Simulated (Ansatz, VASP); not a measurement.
# PtSe2: VASP beside Ansatz, part 2 of 2

Aim: how closely do two programs agree when they are given the same cell, functional and k mesh? The cell is taken from a series of runs on this material, whose earlier steps may have relaxed, scaled, displaced or heated it; both programs get it as it stands.

VASP 6.6.1 and Ansatz 0.2.0.

So far: The starting structure; VASP: zone-centre phonons, PBE.

### 3. Ansatz: zone-centre phonons, PBE

Level of this step: Ansatz beside VASP: Kohn-Sham DFT, plane waves, PBE (Ansatz).

Ansatz runs on its PAW soft_1 files.

The same cell, functional, mesh and smearing now go to Ansatz, which takes its cutoff from its data sets.

File input.yaml:

```yaml
crystal:
  lattice:
    - [3.7810783671, 0.0, 0.0]
    - [-1.8905391835, 3.1485672303, 0.0]
    - [0.0, 0.0, 30.46]
  atoms:
    - { symbol: Pt, position: [0.3262644751, 0.6525289502, 0.3282994091] }
    - { symbol: Se, position: [0.6702010958, 0.3404021917, 0.3751948214] }
    - { symbol: Se, position: [0.6702010958, 0.3404021917, 0.2814039968] }
  periodic: [true, true, false]
kpoints:
  mp_grid: { grid: [15, 15, 1] }
hamiltonian:
  xc: pbe
  pseudopotentials: { kind: paw, azcp: { folder: soft_1 } }
scf:
  occupations: { method: methfessel_paxton, width: 0.2 }
output:
  eigenvalues: true
phonons:
  method: dfpt
```

The run is started by

```
$ ansatz run input.yaml --threads 4 --pin off --max-ram 16384MiB --backend cpu --events-out ev --progress --plain --runs-dir out
```

Numbers of over 12 decimals in the logs are rounded to 6 here.

The log of the run:

```text
Warning: crystal.symmetry: narrowed to the stabiliser of the run's FFT grids — unitary ops 4 → 2. A phonons.method: dfpt run fills in the rows of the dynamical matrix that it does not solve by its symmetry operations, which is exact only for operations that map its FFT grids onto themselves: filled in by any other, the frequencies could depend on the order in which like atoms are typed, or, by more than the grids' own error, on where the crystal sits among the grids' points. Excluded: 2 operations. The run can therefore solve more perturbations, solve them on more k-points, or both, and cost more. [rest of the remark cut]
Engine: ansatz 0.2.0, aarch64-unknown-linux-gnu
Pseudopotentials: kind: paw
Pseudopotential: Pt, paw, valence charge 18, recommended cutoff 420 eV (normal), soft_1/Pt.paw.azcp
Pseudopotential: Se, paw, valence charge 16, recommended cutoff 420 eV (normal), soft_1/Se.paw.azcp
Functional definition: PBE
  parameter kappa = 0.804
  parameter beta = 0.066725
  exchange = pbe_x(kappa = kappa, mu = beta*pi^2/3)
  correlation = pbe_c(beta = beta)
Crystal: 3 atoms, lattice volume = 362.626 Å³
Basis set: ecut = 420 eV, 7081 PW (Γ), exchange–correlation on 54×54×432 points (8 copies of the dense FFT grid, shifted against one another)
Bands: 30, of which v1, the nominal top of the filled ones, is band 25 counted from 1 (24 counted from 0)
Symmetry: 4 space group operations
k-points: 64 of 225 (irreducible under 2 space group operations, time reversal used)
Non-local potential: Pt, projectors of the file, l = 0: 3, l = 1: 2, l = 2: 2, l = 3: 1
Non-local potential: Se, projectors of the file, l = 0: 2, l = 1: 2, l = 2: 3, l = 3: 1
PAW form: soft (Blöchl's): semilocal exchange-correlation on the pseudo side does not see the compensation charge
PAW one-centre angular grid: Pt, 590 points (default); XC on 64 Gauss nodes
PAW one-centre angular grid: Se, 590 points (default); XC on 64 Gauss nodes
Initial density: superposition of atomic densities (neutral atoms: chi_scale 0, normalization atom)
Initial wavefunctions: pseudopotential atomic-orbital guess
Functional: x = pbe(κ = 0.804, μ = 0.219515), c = pbe(β = 0.066725)
SCF iter   1: F=—  HF=-23463.202829 eV  |F-HF|=—  |Δ(HF+E_count)|=         —  Δρ=2.73e-2  dr2=2.94e0  ethr=3.10e-3  ⟨swp⟩=11.3  Hψ=10905  notcnv=0
preconditioner: auto → LDOS  [metal: Δε(μ)=0.038 eV  Ē_g=8.746 eV  σ=0.200 eV  W_gap=0.16  n_scr=30 (ndim 8)  ℏωp=9.1 eV  f_vac=0.782  D(μ)=2.41/eV (n_scr^D=10)  β→1.0]
SCF iter   2: F=—  HF=-23462.756956 eV  |F-HF|=—  |Δ(HF+E_count)|=   4.46e-1  S|Δr|=    0.00e0  Δρ=8.05e-3  dr2=2.18e-1  ethr=3.10e-3  ⟨swp⟩=2.9  Hψ=5021  notcnv=0
SCF iter   3: F=—  HF=-23462.701552 eV  |F-HF|=—  |Δ(HF+E_count)|=   5.54e-2  S|Δr|=    0.00e0  Δρ=3.22e-3  dr2=4.82e-2  ethr=4.37e-4  ⟨swp⟩=3.0  Hψ=4473  notcnv=0
SCF iter   4: F=—  HF=-23462.687806 eV  |F-HF|=—  |Δ(HF+E_count)|=   1.37e-2  S|Δr|=    0.00e0  Δρ=1.10e-3  dr2=5.62e-3  ethr=9.64e-5  ⟨swp⟩=4.0  Hψ=5148  notcnv=0
SCF iter   5: F=—  HF=-23462.686806 eV  |F-HF|=—  |Δ(HF+E_count)|=   1.00e-3  S|Δr|=    0.00e0  Δρ=1.61e-4  dr2=1.09e-4  ethr=1.12e-5  ⟨swp⟩=2.6  Hψ=3208  notcnv=0
SCF iter   6: F=—  HF=-23462.686862 eV  |F-HF|=—  |Δ(HF+E_count)|=   5.62e-5  S|Δr|=    0.00e0  Δρ=3.90e-5  dr2=8.42e-6  ethr=2.19e-7  ⟨swp⟩=3.4  Hψ=4057  notcnv=0
SCF iter   7: F=—  HF=-23462.686866 eV  |F-HF|=—  |Δ(HF+E_count)|=   3.75e-6  S|Δr|=    0.00e0  Δρ=6.69e-6  dr2=2.02e-7  ethr=1.68e-8  ⟨swp⟩=3.0  Hψ=3267  notcnv=0
SCF iter   8: F=—  HF=-23462.686963 eV  |F-HF|=—  |Δ(HF+E_count)|=   9.78e-5  S|Δr|=    0.00e0  Δρ=1.84e-6  dr2=2.43e-8  ethr=4.03e-10  ⟨swp⟩=4.1  Hψ=4802  notcnv=0
SCF iter   9: F=—  HF=-23462.686964 eV  |F-HF|=—  |Δ(HF+E_count)|=   4.88e-8  S|Δr|=    0.00e0  Δρ=5.49e-7  dr2=3.40e-9  ethr=4.86e-11  ⟨swp⟩=3.6  Hψ=4237  notcnv=0
SCF iter  10: F=—  HF=-23462.686964 eV  |F-HF|=—  |Δ(HF+E_count)|=   1.70e-8  S|Δr|=    0.00e0  Δρ=2.04e-7  dr2=2.81e-10  ethr=6.79e-12  ⟨swp⟩=3.0  Hψ=3078  notcnv=0
SCF iter  11: F=—  HF=-23462.686964 eV  |F-HF|=—  |Δ(HF+E_count)|=    0.00e0  S|Δr|=    0.00e0  Δρ=7.51e-8  dr2=3.17e-11  ethr=1.00e-12  ⟨swp⟩=3.1  Hψ=3275  notcnv=0
SCF iter  12: F=-23462.686964 eV  HF=-23462.686964 eV  |F-HF|=3.64e-12  |Δ(HF+E_count)|=   1.48e-9  S|Δr|=    0.00e0  Δρ=1.36e-8  dr2=1.04e-12  ethr=1.00e-12  ⟨swp⟩=14.6  Hψ=13536  notcnv=0
SCF 1 converged in 12 iterations: F = -23462.686964 eV  dr2 = 1.04e-12
  greatest PAW one-centre occupation: 1.000 electrons in one spin orbital (limit 2), on the Pt atom at site 0 (counted from 0), in its partial waves of l = 0
DFPT response loops at Γ: preconditioner auto → none (partly filled bands, converged f_vac=0.785); β = 0.50; Broyden in place of MSR1
SCF converged after 12 iterations
Stability not checked: this state was not tested for a lower state beside it, because cold or Methfessel-Paxton smearing, or corrected tetrahedra, fill the levels in a way that the test cannot read (fill_not_monotonic; see scf.lower_state_search)
Free energy (F): -23462.686964 eV
Harris-Foulkes:  -23462.686964 eV  (|F-HF|=3.64e-12)
Internal energy: -23462.684883 eV  (E = F + TS)
E sigma→0 (E₀):  -23462.686443 eV
Entropy (-TS):   -0.002081 eV (-0.694 meV/atom)
Fermi energy:    -4.657181 eV
--- Per-component energies (eV) ---
  E_band       = -1841.038472
  E_kinetic    = 814.585547
  E_local      = -124944.817155  (includes V_loc(G=0)·N_el)
  E_nonlocal   = -502.795960
  E_hartree    = 61968.645353
  E_xc         = -400.215221
  E_vxc        = -449.015229  (∫ρ·V_xc dr)
  E_paw        = -13745.283047  (= ΣΔE_a)
  E_vpaw       = -696.286577  (= ΣTr[D̂ρ^β])
  E_aug_tail   = 0.000370  (compensation charges beyond the density's cutoff)
  E_ewald      = 53347.195231
  E_smearing   = -0.002081  (= −TS)
  E_closure    = 0.000000  (closes the sum)
  Σ components = -23462.686964   (vs F -23462.686964, Δ=0.00e0)
--- Band table (eV; the first three rows and the last of 64) ---
  k-point 0: bands = [... 21 lower, -7.0440, -5.8719, -4.2693, -4.1618, -4.0622, -3.8071, -2.3163, -0.4414, ... 1 higher]
  k-point 1: bands = [... 21 lower, -7.0904, -5.8196, -4.4478, -4.2599, -4.0496, -4.0216, -2.0015, -0.3774, ... 1 higher]
  k-point 2: bands = [... 21 lower, -7.2289, -5.7421, -4.7886, -4.5263, -4.4988, -3.9124, -1.3860 (-1.3860°), -0.1921, ... 1 higher]
  k-point 63: bands = [... 21 lower, -8.0576, -7.0748, -7.0299, -5.5593, -4.3405, -3.4492, -0.2840, 1.3628, ... 1 higher]
  ° read free of the cell's end (the report's vacuum.weakly_bound_levels)
--- Phonons (Γ-DFPT): 9 representative perturbations + reference, on 64 of 225 k-points (Σ response iterations 45) ---
  ASR residual: 5.310e-5 → 0.000e0 eV/Å²; symmetrization residual: 4.449e-5 eV/Å²
  The last average, over the group as it would stand without the narrowing to the FFT grids, took up to 1.890e-5 eV/Å² of the zone centre's force constants
  ASR residual per site (eV/Å²): 5.31e-5 1.45e-5 3.32e-5
  Γ frequencies (cm⁻¹): 0.00 0.00 0.00 90.10 98.77 101.49 106.36 126.13 189.56
  non-analytic LO–TO correction: not included (Born effective charges unavailable; polar crystals: no LO–TO splitting at Γ)
```

### 4. Comparison

Known differences besides the potentials themselves: Ansatz cuts the interaction across the vacuum, VASP repeats the sheet without a dipole correction; the data sets hold 50 valence electrons in Ansatz (on its PAW soft_1 files) and 22 in VASP; the cutoff is 420 eV in Ansatz and 500 eV in VASP. Total energies have different zeros and are not compared.

Compared:

```
             quantity  Ansatz   VASP  difference
optical mode 1 (cm⁻¹)    90.1   90.7     -0.62 %
optical mode 2 (cm⁻¹)    98.8  101.2     -2.36 %
optical mode 3 (cm⁻¹)   101.5  102.2     -0.65 %
optical mode 4 (cm⁻¹)   106.4  107.2     -0.79 %
optical mode 5 (cm⁻¹)   126.1  126.4     -0.20 %
optical mode 6 (cm⁻¹)   189.6  190.3     -0.38 %
```

Modes are paired by rising frequency, not by their patterns, so a pair may set unlike modes beside each other; they are those without the splitting of longitudinal modes. Where the cell holds vacuum, a pressure given here is an average over it and none of the material.

### 5. What came out

- r.m.s. difference of the optical zone-centre modes, each program's sorted by frequency (zone-centre phonons, PBE): 1.1 cm⁻¹
- difference in optical mode 2 (zone-centre phonons, PBE): -2.4 %

In words: The r.m.s. difference of the optical zone-centre modes, each program's sorted by frequency is 1.1 cm⁻¹ (zone-centre phonons, PBE). The data sets hold unlike numbers of valence electrons (50 in Ansatz and 22 in VASP), so part of the differences may come from the potentials. Among the rows given in per cent, the largest difference of the zone-centre phonons, PBE pair is in optical mode 2, -2.4 %. Such differences can come from data sets, numerical settings and the points named under the comparisons, not from the functional's error against experiment.

[Lines on the potential files, build, host, timing and source positions are cut from VASP's logs without a mark.]

[Logs are printed without paths, hosts, clocks, repeated set-up lines and the standing remarks that a program may print on its own settings, such as how far it seeks lower states.]

[Hosts, paths, dates, database ids (printed as entryN), source tags and the programs' standing remarks are cut or masked in the printed files.]
